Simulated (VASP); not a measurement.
# HfTeSe5 (P3m1) in VASP: further runs

Runs on HfTeSe5. Level: PBE. Tasks: equation of state.

Program: VASP 6.6.1. These are calculated values, not measurements. Logs are shortened: lines on timing, memory, paths and dates and some standing lists are left out, and cuts for length are marked.

### Step 1. Starting point

Symmetry: P3m1, No. 156, trigonal system. The conventional cell has a = 3.775 Å, b = 3.775 Å, c = 16.358 Å, α = 90.00°, β = 90.00°, γ = 120.00°. Hf (site symmetry 3m) has 6 Se at 2.68 to 2.69 Å as nearest neighbours. Te (site symmetry 3m) has 6 Se at 2.85 to 2.94 Å as nearest neighbours. Se (site symmetry 3m) has 3 Hf at 2.69 Å as nearest neighbours. Se (site symmetry 3m) is surrounded by 3 Hf at 2.68 Å. Se (site symmetry 3m) is surrounded by 3 Se at 2.83 Å and 3 Te at 2.94 Å. Se (site symmetry 3m) has 3 Te at 2.85 Å as nearest neighbours. Around Se (site symmetry 3m) lie 3 Se at 2.83 Å.

The cell was built by a generator and needn't be a form met in nature.

### Step 2. Equation of state, PBE, 28.84 Å³/atom

INCAR

```
SYSTEM = HfTeSe5
ALGO = Normal
EDIFF = 1E-6
EDIFFG = -0.02
ENCUT = 520
GGA = PE
IBRION = 2
ISIF = 4
ISMEAR = 0
KPAR = 4
LASPH = .TRUE.
LCHARG = .FALSE.
LREAL = .FALSE.
LWAVE = .FALSE.
NELM = 100
NSW = 30
PREC = Accurate
SIGMA = 0.1
```

KPOINTS

```
k-points
0
G
  10 10 2
  0 0 0
```

POSCAR

```
HfTeSe5
1.0
    3.7751670000      0.0000000000      0.0000000000
   -1.8875840000      3.2693910000      0.0000000000
    0.0000000000      0.0000000000     16.3576000000
Hf Te Se
1 1 5
Direct
    0.0000000000      0.0000000000      0.9930040000
    0.0000000000      0.0000000000      0.4204610000
    0.3333330000      0.6666670000      0.0893240000
    0.6666670000      0.3333330000      0.8972070000
    0.3333330000      0.6666670000      0.5406860000
    0.6666670000      0.3333330000      0.3082760000
    0.0000000000      0.0000000000      0.6510400000
```

Potentials or basis: VASP PAW PBE potentials, release 64 (Hf_pv, Te, Se).

On the command line:

```bash
$ cat potpaw_PBE.64/Hf_pv/POTCAR potpaw_PBE.64/Te/POTCAR potpaw_PBE.64/Se/POTCAR > POTCAR
$ mpirun -np 4 vasp_std > vasp.out
```

OUTCAR:

```text
SYSTEM = HfTeSe5
   EDIFF = 1E-6
   EDIFFG = -0.02
   ENCUT = 520
   GGA = PE
   IBRION = 2
   ISIF = 4
   ISMEAR = 0
   LASPH = .TRUE.
   LREAL = .FALSE.
   NELM = 100
   NSW = 30
   PREC = Accurate

 ion  position               nearest neighbor table
   1  0.000  0.000  0.993-   4 2.68   4 2.68   4 2.68   3 2.69   3 2.69   3 2.69
   2  0.000  0.000  0.420-   6 2.85   6 2.85   6 2.85   5 2.94   5 2.94   5 2.94
   3  0.333  0.667  0.089-   1 2.69   1 2.69   1 2.69
   4  0.667  0.333  0.897-   1 2.68   1 2.68   1 2.68
   5  0.333  0.667  0.541-   2 2.94   2 2.94   2 2.94
   6  0.667  0.333  0.308-   2 2.85   2 2.85   2 2.85
   7  0.000  0.000  0.651-

  LATTYP: Found a hexagonal cell.
 ALAT       =     3.7751670000
 C/A-ratio  =     4.3329473901

  Lattice vectors:

 A1 = (   3.7751670000,   0.0000000000,   0.0000000000)
 A2 = (  -1.8875840000,   3.2693910000,   0.0000000000)
 A3 = (   0.0000000000,   0.0000000000,  16.3576000000)

Analysis of symmetry for initial positions (statically):
=====================================================================
 Subroutine PRICEL returns:
 Original cell was already a primitive cell.

 Routine SETGRP: Setting up the symmetry group for a
 hexagonal supercell.

 Subroutine GETGRP returns: Found  6 space group operations
 (whereof  6 operations were pure point group operations)
 out of a pool of 24 trial point group operations.

The static configuration has the point symmetry C_3v.

Analysis of symmetry for dynamics (positions and initial velocities):
=====================================================================
 Subroutine PRICEL returns:
 Original cell was already a primitive cell.

 Routine SETGRP: Setting up the symmetry group for a
 hexagonal supercell.

 Subroutine GETGRP returns: Found  6 space group operations
 (whereof  6 operations were pure point group operations)
 out of a pool of 24 trial point group operations.

The dynamic configuration has the point symmetry C_3v.

 Subroutine INISYM returns: Found  6 space group operations
 (whereof  6 operations are pure point group operations),
 and found     1 'primitive' translations

----------------------------------------------------------------------------------------

                                     Primitive cell

  volume of cell :     201.8936

  direct lattice vectors                    reciprocal lattice vectors
     3.775167000  0.000000000  0.000000000     0.264888944  0.152933721  0.000000000
[... 104 lines left out ...]
   POTIM  = 0.5000    time-step for ionic-motion
   TEBEG  =    0.0;   TEEND  =   0.0 temperature during run
   PSTRESS=    0.0 pullay stress
   NELECT =      46.0000    total number of electrons
   NUPDOWN=      -1.0000    fix difference up-down
   EMIN   =  10.00;   EMAX   =-10.00  energy-range for DOS
   EFERMI =   0.00;   METHOD = LEGACY
   ISMEAR =     0;   SIGMA  =   0.10  broadening in eV -4-tet -1-fermi 0-gaus
   EFERMI_NEDOS =   21; number of points for ismear=-14 and -15
   IALGO  =     38    algorithm
   IMIX   =      4    mixing-type and parameters
     AMIX     =   0.40;   BMIX     =  1.00
     AMIX_MAG =   1.60;   BMIX_MAG =  1.00
  volume/ion in A,a.u.               =      28.84       194.64
  Fermi-wavevector in a.u.,A,eV,Ry     =   0.999892  1.889523 13.602896  0.999785
  Thomas-Fermi vector in A             =   2.132213
   LORBIT       =      0    0 simple, 1 ext, 2 COOP (PROOUT), +10 PAW based schemes
   GGA     = PE    functional components
   LHFCALC =     F    Hartree Fock is set to
   AEXX    =    0.0000 exact exchange contribution
   IVDW    =     0    specifies the selected vdW correction
   LEPSILON=     F    determine dielectric tensor
   LRPA    =     F    only Hartree local field effects (RPA)
 conjugate gradient relaxation of ions
 non-spin polarized calculation
 Gauss-broadening in eV      SIGMA  =   0.10
  energy-cutoff  :      520.00
  volume of cell :      201.89
 maximum number of plane-waves:      5465
 NGX is ok and might be reduce to    28
   NGX = 13   NGY = 13   NGZ = 61

 number of electron      45.9999999 magnetization

 Free energy of the ion-electron system (eV)
  ---------------------------------------------------
  ext. energy  EPLUGINS =         0.00000000
  ---------------------------------------------------
  free energy    TOTEN  =       -32.89400171 eV

  energy without entropy =      -32.87099500  energy(sigma->0) =      -32.88249835

 E-fermi :   3.1084     XC(G=0):  -8.8429

 val. band max:        3.0682375914   @ k =   0.4000  -0.0000   0.0000
 cond. band min:       3.1295598216   @ k =   0.2000   0.2000   0.0000
 fundamental gap:      0.0613222302
 Fermi energy:         3.1084216879

 k-point     1 :       0.0000    0.0000    0.0000
  band No.  band energies     occupation
      1     -28.5105      2.00000
      2     -28.4461      2.00000
      3     -28.4461      2.00000
      4     -12.2887      2.00000
      5     -11.0936      2.00000
      6     -10.4592      2.00000
[... 709 lines left out ...]
     26       4.7098      0.00000
     27       4.8400      0.00000

 [... further k-points ...]

------------------------ aborting loop because EDIFF is reached ----------------------------------------

  FORCE on cell =-STRESS in cart. coord.  units (eV):
  Direction    XX          YY          ZZ          XY          YZ          ZX
  --------------------------------------------------------------------------------------
  -------------------------------------------------------------------------------------
  Total       -0.0093730     -0.0093730     -0.0151566      0.0000000      0.0000000      0.0000000
  in kB       -0.0743819     -0.0743819     -0.1202791      0.0000000      0.0000000      0.0000000
  external PRESSURE =      -0.0896809 kB  Pullay stress =       0.0000000 kB

 VOLUME and BASIS-vectors are now :
 -----------------------------------------------------------------------------
  energy-cutoff  :      520.00
  volume of cell :      201.89
      direct lattice vectors                 reciprocal lattice vectors
     3.775167000  0.000000000  0.000000000     0.264888944  0.152933721  0.000000000
    -1.887584000  3.269391000  0.000000000     0.000000000  0.305867362  0.000000000
     0.000000000  0.000000000 16.357600000     0.000000000  0.000000000  0.061133663

 POSITION                                       TOTAL-FORCE (eV/Angst)
 -----------------------------------------------------------------------------------
      0.00000      0.00000     16.24316         0.000000     -0.000000     -0.000230
      0.00000      0.00000      6.87773         0.000000     -0.000000     -0.004783
     -0.00000      2.17960      1.46113        -0.000000      0.000000     -0.003404
      1.88759      1.08980     14.67615         0.000000     -0.000000     -0.003256
     -0.00000      2.17960      8.84433         0.000000     -0.000000      0.004782
      1.88759      1.08980      5.04266        -0.000000      0.000000      0.002605
      0.00000      0.00000     10.64945         0.000000     -0.000000      0.004286
 -----------------------------------------------------------------------------------
    total drift:                               -0.000039      0.000024      0.000279

  FREE ENERGIE OF THE ION-ELECTRON SYSTEM (eV)
  ---------------------------------------------------
  free  energy   TOTEN  =       -32.8940017096 eV

  energy  without entropy=      -32.8709949990  energy(sigma->0) =      -32.88249835

 reached required accuracy - stopping structural energy minimisation
```

Run time: 61 s. Hardware: 4 MPI ranks of Intel Xeon Platinum 8375C at 2.90GHz (Ice Lake), shared host; peak memory 0.41 GiB.

Results:

```
Free energy            : -32.8940 eV
Pressure               : 0.0 GPa
Largest force          : 0.005 eV/Å
Band gap on the k mesh : none (metal or under the smearing width)
```

Caveat: this functional lacks dispersion, which binds the layers, so the pressure and a relaxed spacing across them are unreliable.

### Step 3. Equation of state, PBE, 27.98 Å³/atom (volume scaled by 0.97)

INCAR is that of step 2.

KPOINTS is that of step 2.

POSCAR: that of step 2 with these lines changed.

```diff
@@ -2,5 +2,5 @@
 1.0
-    3.7751670000      0.0000000000      0.0000000000
-   -1.8875840000      3.2693910000      0.0000000000
-    0.0000000000      0.0000000000     16.3576000000
+    3.7370313927      0.0000000000      0.0000000000
+   -1.8685161913      3.2363645905      0.0000000000
+    0.0000000000      0.0000000000     16.1923604198
 Hf Te Se
```

Potentials or basis: VASP PAW PBE potentials, release 64 (Hf_pv, Te, Se).

On the command line:

```bash
$ cat potpaw_PBE.64/Hf_pv/POTCAR potpaw_PBE.64/Te/POTCAR potpaw_PBE.64/Se/POTCAR > POTCAR
$ mpirun -np 4 vasp_std > vasp.out
```

It took 3.9 min on 4 MPI ranks of Intel Xeon Platinum 8375C at 2.90GHz (Ice Lake), shared host; peak memory 0.4 GiB.

It converged, with:

```
Free energy            : -32.8919 eV
Pressure               : 0.1 GPa
Largest force          : 0.016 eV/Å
Band gap on the k mesh : none (metal or under the smearing width)
```

Caveat: this functional lacks dispersion, which binds the layers, so the pressure and a relaxed spacing across them are unreliable.

### Step 4. Equation of state, PBE, 29.71 Å³/atom (volume scaled by 1.03)

INCAR is that of step 3.

KPOINTS is that of step 3.

POSCAR: that of step 3 with these lines changed.

```diff
@@ -2,5 +2,5 @@
 1.0
-    3.7370313927      0.0000000000      0.0000000000
-   -1.8685161913      3.2363645905      0.0000000000
-    0.0000000000      0.0000000000     16.1923604198
+    3.8125473221      0.0000000000      0.0000000000
+   -1.9062741660      3.3017633132      0.0000000000
+    0.0000000000      0.0000000000     16.5195669691
 Hf Te Se
```

On the command line:

```bash
$ cat potpaw_PBE.64/Hf_pv/POTCAR potpaw_PBE.64/Te/POTCAR potpaw_PBE.64/Se/POTCAR > POTCAR
$ mpirun -np 4 vasp_std > vasp.out
```

It took 4.8 min on 4 MPI ranks of Intel Xeon Platinum 8375C at 2.90GHz (Ice Lake), shared host; peak memory 0.43 GiB.

Results (log left out):

| Quantity | Value |
| --- | --- |
| Free energy | -32.8917 eV |
| Pressure | -0.1 GPa |
| Largest force | 0.016 eV/Å |
| Band gap on the k mesh | none (metal or under the smearing width) |

Caveat: this functional lacks dispersion, which binds the layers, so the pressure and a relaxed spacing across them are unreliable.

### Step 5. Equation of state, PBE, 27.11 Å³/atom (volume scaled by 0.94)

INCAR is that of step 4.

KPOINTS is that of step 4.

POSCAR: that of step 4 with these lines changed.

```diff
@@ -2,5 +2,5 @@
 1.0
-    3.8125473221      0.0000000000      0.0000000000
-   -1.9062741660      3.3017633132      0.0000000000
-    0.0000000000      0.0000000000     16.5195669691
+    3.6981011513      0.0000000000      0.0000000000
+   -1.8490510654      3.2026500076      0.0000000000
+    0.0000000000      0.0000000000     16.0236777319
 Hf Te Se
```

On the command line:

```bash
$ cat potpaw_PBE.64/Hf_pv/POTCAR potpaw_PBE.64/Te/POTCAR potpaw_PBE.64/Se/POTCAR > POTCAR
$ mpirun -np 4 vasp_std > vasp.out
```

Run time: 8.5 min. Hardware: 4 MPI ranks of Intel Xeon Platinum 8375C at 2.90GHz (Ice Lake), shared host; peak memory 0.4 GiB.

It converged, with:

| Item | Value |
| --- | --- |
| Free energy | -32.8844 eV |
| Pressure | 0.4 GPa |
| Largest force | 0.018 eV/Å |
| Band gap on the k mesh | none (metal or under the smearing width) |

Caveat: this functional lacks dispersion, which binds the layers, so the pressure and a relaxed spacing across them are unreliable.

### Step 6. Equation of state, PBE, 30.57 Å³/atom (volume scaled by 1.06)

INCAR is that of step 5.

KPOINTS is that of step 5.

POSCAR: that of step 5 with these lines changed.

```diff
@@ -2,5 +2,5 @@
 1.0
-    3.6981011513      0.0000000000      0.0000000000
-   -1.8490510654      3.2026500076      0.0000000000
-    0.0000000000      0.0000000000     16.0236777319
+    3.8492086800      0.0000000000      0.0000000000
+   -1.9246048498      3.3335129851      0.0000000000
+    0.0000000000      0.0000000000     16.6784187041
 Hf Te Se
```

Potentials or basis: VASP PAW PBE potentials, release 64 (Hf_pv, Te, Se).

On the command line:

```bash
$ cat potpaw_PBE.64/Hf_pv/POTCAR potpaw_PBE.64/Te/POTCAR potpaw_PBE.64/Se/POTCAR > POTCAR
$ mpirun -np 4 vasp_std > vasp.out
```

Wall time 6 min (4 MPI ranks of Intel Xeon Platinum 8375C at 2.90GHz (Ice Lake), shared host); peak memory 0.46 GiB.

Results (log left out):

```
Free energy            : -32.8879 eV
Pressure               : -0.2 GPa
Largest force          : 0.018 eV/Å
Band gap on the k mesh : none (metal or under the smearing width)
```

Caveat: this functional lacks dispersion, which binds the layers, so the pressure and a relaxed spacing across them are unreliable.

### Step 7. Equation of state, PBE, 26.25 Å³/atom (volume scaled by 0.91)

INCAR is that of step 6.

KPOINTS is that of step 6.

POSCAR: that of step 6 with these lines changed.

```diff
@@ -2,5 +2,5 @@
 1.0
-    3.8492086800      0.0000000000      0.0000000000
-   -1.9246048498      3.3335129851      0.0000000000
-    0.0000000000      0.0000000000     16.6784187041
+    3.6583335407      0.0000000000      0.0000000000
+   -1.8291672549      3.1682102415      0.0000000000
+    0.0000000000      0.0000000000     15.8513667674
 Hf Te Se
```

On the command line:

```bash
$ cat potpaw_PBE.64/Hf_pv/POTCAR potpaw_PBE.64/Te/POTCAR potpaw_PBE.64/Se/POTCAR > POTCAR
$ mpirun -np 4 vasp_std > vasp.out
```

It took 8.5 min on 4 MPI ranks of Intel Xeon Platinum 8375C at 2.90GHz (Ice Lake), shared host; peak memory 0.4 GiB.

Results (log left out):

```yaml
Free_energy: -32.8620 eV
Pressure: 0.8 GPa
Largest_force: 0.020 eV/Å
Band_gap_on_the_k_mesh: none (metal or under the smearing width)
```

Caveat: this functional lacks dispersion, which binds the layers, so the pressure and a relaxed spacing across them are unreliable.

### Step 8. Equation of state, PBE, 31.44 Å³/atom (volume scaled by 1.09)

INCAR is that of step 7.

KPOINTS is that of step 7.

POSCAR: that of step 7 with these lines changed.

```diff
@@ -2,5 +2,5 @@
 1.0
-    3.6583335407      0.0000000000      0.0000000000
-   -1.8291672549      3.1682102415      0.0000000000
-    0.0000000000      0.0000000000     15.8513667674
+    3.8851846781      0.0000000000      0.0000000000
+   -1.9425928536      3.3646691179      0.0000000000
+    0.0000000000      0.0000000000     16.8343008112
 Hf Te Se
```

On the command line:

```bash
$ cat potpaw_PBE.64/Hf_pv/POTCAR potpaw_PBE.64/Te/POTCAR potpaw_PBE.64/Se/POTCAR > POTCAR
$ mpirun -np 4 vasp_std > vasp.out
```

It took 6.3 min on 4 MPI ranks of Intel Xeon Platinum 8375C at 2.90GHz (Ice Lake), shared host; peak memory 0.46 GiB.

The run converged. Its results:

* Free energy: -32.8838 eV
* Pressure: -0.1 GPa
* Largest force: 0.009 eV/Å
* Band gap on the k mesh: none (metal or under the smearing width)

Caveat: this functional lacks dispersion, which binds the layers, so the pressure and a relaxed spacing across them are unreliable.
